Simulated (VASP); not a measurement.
Calculation: HSEsol screened hybrid, VASP's PBE PAW potentials (set 64) (plane waves; VASP).

VASP ran on this input.

INCAR:
```
SYSTEM=AlN
PREC=Accurate; ENCUT=520; LREAL=.FALSE.
LASPH=.TRUE.; ISYM=3
EDIFF=1E-6; NELM=60; ALGO=Normal
ISMEAR=0; SIGMA=0.05
GGA=PS; LHFCALC=.TRUE.; AEXX=0.25
HFSCREEN=0.2; PRECFOCK=Fast
ISIF=2
LWAVE=.FALSE.; LCHARG=.FALSE.
```

File POSCAR:
```
AlN
1
    0.0000000000     2.1783200262     2.1783200262
    2.1783200262     0.0000000000     2.1783200262
    2.1783200262     2.1783200262     0.0000000000
Al N
1 1
Direct
  0.0000000000   0.0000000000   0.0000000000
  0.2500000000   0.2500000000   0.2500000000
```

**KPOINTS**
```
Regular mesh
0
Gamma
 8 8 8
0 0 0
```

POTCAR, in this order: Al N (PBE.64 set). Program: vasp_std. Read from the step before: WAVECAR.

Output

File OSZICAR:
```
       N       E                     dE             d eps       ncg     rms          rms(c)
DAV:   1    -0.179766491734E+02   -0.17977E+02   -0.53915E-01   568   0.599E+00    0.869E+00
DAV:   2    -0.179779585722E+02   -0.13094E-02   -0.92011E-03   568   0.874E-01    0.576E+00
DAV:   3    -0.179774942533E+02    0.46432E-03   -0.15585E-03   520   0.332E-01    0.346E+00
DAV:   4    -0.179773157237E+02    0.17853E-03   -0.54005E-05   584   0.776E-02    0.201E+00
DAV:   5    -0.179772425578E+02    0.73166E-04   -0.44632E-05   568   0.411E-02    0.117E+00
DAV:   6    -0.179772209531E+02    0.21605E-04   -0.11818E-05   640   0.235E-02    0.674E-01
DAV:   7    -0.179772133715E+02    0.75816E-05   -0.19498E-06   472   0.138E-02    0.390E-01
DAV:   8    -0.179772110014E+02    0.23701E-05   -0.68316E-07   232   0.915E-03    0.230E-01
DAV:   9    -0.179772101853E+02    0.81613E-06   -0.38009E-07   240   0.656E-03
   1 F= -.17977210E+02 E0= -.17977210E+02  d E =-.835353E-21
```

OUTCAR:
```
------------------------ aborting loop because EDIFF is reached ----------------------------------------
  FORCE on cell =-STRESS in cart. coord.  units (eV):
  Direction    XX          YY          ZZ          XY          YZ          ZX
  --------------------------------------------------------------------------------------
  Total       -0.1379882     -0.1379882     -0.1379882     -0.0000000     -0.0000000     -0.0000000
  in kB      -10.6944260    -10.6944260    -10.6944260     -0.0000000     -0.0000000     -0.0000000
  external PRESSURE =     -10.6944260 kB  Pullay stress =       0.0000000 kB
  volume of cell :       20.67
      direct lattice vectors                 reciprocal lattice vectors
     0.000000000  2.178320026  2.178320026    -0.229534685  0.229534685  0.229534685
     2.178320026  0.000000000  2.178320026     0.229534685 -0.229534685  0.229534685
     2.178320026  2.178320026  0.000000000     0.229534685  0.229534685 -0.229534685
  FREE ENERGIE OF THE ION-ELECTRON SYSTEM (eV)
  ---------------------------------------------------
  free  energy   TOTEN  =       -17.9772101853 eV

  energy  without entropy=      -17.9772101853  energy(sigma->0) =      -17.97721019

  exchange ACFDT corr.  =         0.00000000  see jH, gK, PRB 81, 115126
```
(Selected blocks of OUTCAR.)

File OUTCAR:
```
 val. band max:        5.0423696904   @ k =   0.0000   0.0000   0.0000

 cond. band min:       9.5423688796   @ k =   0.5000   0.5000   0.0000


 Fermi energy:         5.3579051158

 k-point     1 :       0.0000    0.0000    0.0000
  band No.  band energies     occupation
      1     -11.4579      2.00000
      2       5.0424      2.00000
      3       5.0424      2.00000
      4       5.0424      2.00000
      5      10.6540      0.00000
      6      19.3247      0.00000
      7      19.3247      0.00000
      8      19.3247      0.00000

 k-point     2 :       0.1250    0.0000    0.0000
  band No.  band energies     occupation
      1     -11.2103      2.00000
      2       3.7940      2.00000
      3       4.9547      2.00000
      4       4.9547      2.00000
      5      11.6281      0.00000
      6      18.7510      0.00000
      7      19.5208      0.00000
      8      19.5208      0.00000

 k-point     3 :       0.2500    0.0000    0.0000
  band No.  band energies     occupation
      1     -10.5302      2.00000
      2       1.5003      2.00000
      3       4.7568      2.00000
      4       4.7568      2.00000
      5      13.0333      0.00000
      6      17.7561      0.00000
      7      19.0747      0.00000
      8      19.0747      0.00000

 k-point     4 :       0.3750    0.0000    0.0000
  band No.  band energies     occupation
      1      -9.6702      2.00000
      2      -0.5239      2.00000
      3       4.5761      2.00000
      4       4.5761      2.00000
      5      13.7674      0.00000
      6      16.9984      0.00000
      7      18.1618      0.00000
      8      18.1618      0.00000

 k-point     5 :       0.5000    0.0000    0.0000
  band No.  band energies     occupation
      1      -9.2229      2.00000
      2      -1.3838      2.00000
      3       4.5056      2.00000
      4       4.5056      2.00000
      5      13.9515      0.00000
      6      16.6990      0.00000
      7      17.7986      0.00000
...
```

The compound is AlN in the zinc blende structure, a metastable form; wurtzite is the usual one. This cell is one point of a volume scan, at 0.97 of the reference volume. The cell's shape comes from a PBE relaxation.
